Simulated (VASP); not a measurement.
VASP ran on this input.

**INCAR**
```
LCHARG  =  .FALSE.
LMIXTAU  =  .TRUE.
LMAXMIX  =  6   # l cut-off of mixed one-centre charges
LASPH  =  .TRUE.
PREC  =  Accurate
ISIF  =  3   # ions, shape and volume
METAGGA  =  R2SCAN
NELM  =  100
IBRION  =  2   # conjugate gradients
SIGMA  =  0.1
ENCUT  =  400   # plane-wave cut-off (eV)
LREAL  =  .FALSE.   # projection in real space or not
EDIFF  =  1E-6   # SCF stop (eV)
ALGO  =  Normal   # blocked Davidson
EDIFFG  =  -0.01
LWAVE  =  .FALSE.
NSW  =  60   # most ionic steps
ISMEAR  =  1
SYSTEM  =  HfTi
```

File KPOINTS:
```
Automatic mesh
0
Gamma
12 12 7
0 0 0
```

File POSCAR:
```
HfTi
1
    3.0861500000     0.0000000000     0.0000000000
   -1.5430750000     2.6726840000     0.0000000000
    0.0000000000     0.0000000000     4.8292600000
Hf Ti
1 1
Direct
  0.6666670000   0.3333330000   0.5000000000
  0.3333330000   0.6666670000   0.0000000000
```

POTCAR, in this order: Hf_pv Ti_sv (PBE.64 set). Program: vasp_std.

Q: Write an equivalent input for Ansatz.

A: One equivalent input (not run):
Ansatz 0.2 input:
```yaml
crystal:
  lattice:
    - [3.0861500, 0.0000000, 0.0000000]
    - [-1.5430750, 2.6726840, 0.0000000]
    - [0.0000000, 0.0000000, 4.8292600]
  atoms:
    - { symbol: Hf, position: [0.6666670, 0.3333330, 0.5000000] }
    - { symbol: Ti, position: [0.3333330, 0.6666670, 0.0000000] }
kpoints:
  mp_grid: { grid: [12, 12, 7] }
hamiltonian:
  xc: r2scan
  pseudopotentials: { kind: paw }
scf:
  occupations: { method: methfessel_paxton, width: 0.1 }
  max_iter: 100
relax:
  max_steps: 60
  f_tol: 0.01
  cell: {}
output: { forces: true, stress: true, eigenvalues: true }
```
What does not carry over: each code has its own PAW files, so the cut-off isn't converted (ENCUT is set for VASP's; basis.ecutwfc is left out, and Ansatz then takes the one that its files recommend); Ansatz stops its SCF on the density residual and VASP on the energy change (EDIFF).

The structure comes from a computed database's HfTi entry (P-6m2); how it stands against other phases isn't given here. This run relaxes it. Symmetry was kept, so distortions that lower it aren't found.
